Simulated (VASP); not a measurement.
# Dynamics of SiNi3 at finite temperature, part 2 of 4

Wanted: temperature and structure of SiNi3 along a short trajectory. The start is a cell from a database of measured crystal structures.

VASP 6.6.1; PBEsol, spin-polarised from a ferromagnetic start; plane waves and PAW (Ni, Si).

Still holding for the runs below: The k-mesh is coarse for a metal.

So far. Step 2 (Relax the host): The run ended after 3 ionic steps, 0.149 eV below its first step, once forces and stress met EDIFFG = -0.02. The relaxed cell has a = 3.459 Å (conventional setting).

The database entry behind the starting cell differs from later determinations by our own check (an axis about 0.9 % long against later determinations), so it need not match the best structure at ambient conditions.

## Step 3: Relax the host again, on a new basis

The volume changed by more than 5 %, so the plane waves of the start no longer fit; a second relaxation removes that error.

File INCAR:

```
SYSTEM = SiNi3
PREC = Accurate
ENCUT = 360
EDIFF = 1E-06
NELM = 120
ISMEAR = 1
SIGMA = 0.15
LREAL = .FALSE.
ALGO = Normal
GGA = PS
NBANDS = 27
ISPIN = 2
MAGMOM = 1 1 1 0
LASPH = .TRUE.
LMAXMIX = 4
LORBIT = 11
LWAVE = .FALSE.
LCHARG = .FALSE.
KPAR = 4
IBRION = 2
NSW = 30
ISIF = 3
EDIFFG = -0.02
POTIM = 0.4
```

File POSCAR:

```
SiNi3
1.0
    3.4587254921      0.0000000000      0.0000000000
    0.0000000000      3.4587254921      0.0000000000
    0.0000000000      0.0000000000      3.4587254921
Ni Si
3 1
Direct
    0.5000000000      0.5000000000      0.0000000000
    0.5000000000      0.0000000000      0.5000000000
    0.0000000000      0.5000000000      0.5000000000
    0.0000000000      0.0000000000      0.0000000000
```

File KPOINTS:

```
Automatic mesh
0
Gamma
7 7 7
0 0 0
```

PAW data sets: Ni and Si (PBE family, release 64).

On the command line:

```
$ mpirun -np 4 vasp_std
```

Output:

```text
[banner, memory and clock lines left out]
running    4 mpi-ranks, on    1 nodes
 distrk:  each k-point on    1 cores,    4 groups
 distr:  one band on    1 cores,    1 groups

 POSCAR found type information on POSCAR NiSi
 POSCAR found :  2 types and       4 ions
 [... a notice as in an earlier step ...]

 LDA part: xc-table for (Slater+PW92), standard interpolation
 POSCAR, INCAR and KPOINTS ok, starting setup
 FFT: planning ... GRIDC
 FFT: planning ... GRID_SOFT
 FFT: planning ... GRID
 WAVECAR not read
 entering main loop
       N       E                     dE             d eps       ncg     rms          rms(c)
DAV:   1     0.170236669718E+03    0.17024E+03   -0.11693E+04  2216   0.128E+03
DAV:   2    -0.207776839182E+02   -0.19101E+03   -0.17819E+03  2166   0.274E+02
DAV:   3    -0.301641280853E+02   -0.93864E+01   -0.90049E+01  2359   0.776E+01
DAV:   4    -0.303193657730E+02   -0.15524E+00   -0.15493E+00  2476   0.950E+00
DAV:   5    -0.303238625909E+02   -0.44968E-02   -0.44964E-02  2520   0.148E+00    0.224E+01
DAV:   6    -0.301190035384E+02    0.20486E+00   -0.31489E+01  2562   0.102E+02    0.181E+01
DAV:   7    -0.264022339890E+02    0.37168E+01   -0.11033E+01  2591   0.562E+01    0.432E+00
DAV:   8    -0.263235297797E+02    0.78704E-01   -0.30903E-01  2682   0.471E+00    0.157E+00
DAV:   9    -0.263105718221E+02    0.12958E-01   -0.16701E-02  3099   0.157E+00    0.679E-01
DAV:  10    -0.263087934446E+02    0.17784E-02   -0.12114E-03  2645   0.397E-01    0.355E-01
DAV:  11    -0.263079659673E+02    0.82748E-03   -0.39983E-04  2803   0.329E-01    0.943E-02
DAV:  12    -0.263079872170E+02   -0.21250E-04   -0.13636E-04  2897   0.118E-01    0.465E-02
DAV:  13    -0.263079931277E+02   -0.59108E-05   -0.99280E-06  2357   0.419E-02    0.119E-02
DAV:  14    -0.263079926696E+02    0.45812E-06   -0.92861E-07  1858   0.125E-02
   1 F= -.26307993E+02 E0= -.26310000E+02  d E =-.263080E+02  mag=     0.0002
 curvature:   0.00 expect dE= 0.000E+00 dE for cont linesearch  0.000E+00
 trial: gam= 0.00000 g(F)=  0.000E+00 g(S)=  0.878E-05 ort = 0.000E+00 (trialstep = 0.100E+01)
 search vector abs. value=  0.878E-05
 reached required accuracy - stopping structural energy minimisation
```

Elapsed: 17 s, on 4 MPI ranks of Intel Xeon Platinum 8259CL at 2.50GHz (Skylake/Cascade Lake), shared host; peak memory 0.59 GiB; 58 s of CPU time.

OUTCAR, selected parts (step 3):

```text
  LATTYP: Found a simple cubic cell.
 ALAT       =     3.4587254921

The static configuration has the point symmetry O_h .

 Found     20 irreducible k-points:

   ENCUT  =  360.0 eV  26.46 Ry    5.14 a.u.   5.35  5.35  5.35*2*pi/ulx,y,z

   NELECT =      34.0000    total number of electrons

 E-fermi :  11.1085

 spin component 1
 k-point     1 :       0.0000    0.0000    0.0000
  band No.  band energies     occupation
    ...
     12      10.1960      1.00000
     13      10.1960      1.00000
     14      10.4909      1.00000
     15      10.4909      1.00000
     16      10.8312      1.01262
     17      11.1688      0.18838
     18      11.1688      0.18838
     19      11.1688      0.18838
     20      16.3584      0.00000
     21      17.6519      0.00000
    ...

 k-point     2 :       0.1429    0.0000    0.0000
  band No.  band energies     occupation
    ...
     12      10.2959      1.00000
     13      10.2959      1.00000
     14      10.4607      1.00000
     15      10.4937      1.00000
     16      10.7268      1.00095
     17      11.1688      0.18819
     18      11.6614     -0.00000
     19      11.6614     -0.00000
     20      16.7002      0.00000
     21      17.5866      0.00000
    ...

 k-point     3 :       0.2857    0.0000    0.0000
  band No.  band energies     occupation
    ...
     12      10.0629      1.00000
     13      10.0629      1.00000
     14      10.1675      1.00000
     15      10.3666      1.00000
     16      10.5582      1.00000
     17      11.1695      0.18559
     18      12.9298     -0.00000
     19      12.9298     -0.00000
     20      16.7439      0.00000
     21      17.4153      0.00000
    ...

 k-point     4 :       0.4286    0.0000    0.0000
  band No.  band energies     occupation
    ...
     12       9.7844      1.00000
     13       9.7844      1.00000
     14       9.8324      1.00000
     15       9.9981      1.00000
     16      10.5589      1.00000
     17      11.1700      0.18345
     18      14.4647      0.00000
     19      14.4647      0.00000
     20      16.6477      0.00000
     21      16.9867      0.00000
    ...

  Total        0.0174114      0.0174114      0.0174114     -0.0000000     -0.0000000      0.0000000
  in kB        0.6742119      0.6742119      0.6742119     -0.0000000     -0.0000000      0.0000000
  external PRESSURE =       0.6742119 kB  Pullay stress =       0.0000000 kB

  energy-cutoff  :      360.00
  volume of cell :       41.38
      direct lattice vectors                 reciprocal lattice vectors
     3.458725492  0.000000000  0.000000000     0.289123841  0.000000000  0.000000000
     0.000000000  3.458725492  0.000000000     0.000000000  0.289123841  0.000000000
     0.000000000  0.000000000  3.458725492     0.000000000  0.000000000  0.289123841

 POSITION                                       TOTAL-FORCE (eV/Angst)
 -----------------------------------------------------------------------------------
      1.72936      1.72936      0.00000         0.000000      0.000000      0.000000
      1.72936      0.00000      1.72936         0.000000      0.000000      0.000000
      0.00000      1.72936      1.72936         0.000000      0.000000      0.000000
      0.00000      0.00000      0.00000         0.000000      0.000000      0.000000
 -----------------------------------------------------------------------------------
    total drift:                                0.000000     -0.000000     -0.000000

  FREE ENERGIE OF THE ION-ELECTRON SYSTEM (eV)
  ---------------------------------------------------
  free  energy   TOTEN  =       -26.3079926696 eV

  energy  without entropy=      -26.3140158231  energy(sigma->0) =      -26.31000039

 total charge
# of ion       s       p       d       tot
------------------------------------------
    1        0.508   0.620   8.427   9.555
    2        0.508   0.620   8.427   9.555
    3        0.508   0.620   8.427   9.555
    4        0.729   0.841   0.000   1.569
--------------------------------------------------
tot          2.254   2.700  25.282  30.236

 magnetization (x)
# of ion       s       p       d       tot
------------------------------------------
    1       -0.000  -0.000   0.000   0.000
    2       -0.000  -0.000   0.000   0.000
    3       -0.000  -0.000   0.000   0.000
    4       -0.000  -0.000   0.000  -0.000
--------------------------------------------------
tot         -0.000  -0.000   0.001   0.001

[... 5 parts as in an earlier step ...]

[... 10 further parts left out ...]
```

CONTCAR:

```
SiNi3
   1.00000000000000
     3.4587254921000001    0.0000000000000000    0.0000000000000000
     0.0000000000000000    3.4587254921000001    0.0000000000000000
     0.0000000000000000    0.0000000000000000    3.4587254921000001
  Ni              Si
     3     1
Direct
     0.5000000000000000    0.5000000000000000    0.0000000000000000
     0.5000000000000000    0.0000000000000000    0.5000000000000000
     0.0000000000000000    0.5000000000000000    0.5000000000000000
     0.0000000000000000    0.0000000000000000    0.0000000000000000
```

Little changed from the start: no atom moved by 0.005 Å and no cell edge by 0.1 %.

This step gave:

```
electronic cycles       : 14
free energy (TOTEN)     : -26.31 eV
energy at zero smearing : -26.31 eV
```

The start already met the threshold, so nothing moved.

(Part 2 of 4 ends here.)

[Lines on the potential files, build, host, timing and source positions are cut from VASP's logs without a mark.]

[Logs are printed without paths, hosts, clocks, repeated set-up lines and the standing remarks that a program may print on its own settings, such as how far it seeks lower states.]

[Hosts, paths, dates, database ids (printed as entryN), source tags and the programs' standing remarks are cut or masked in the printed files.]

[Runs that stopped without an error message from VASP are left out.]
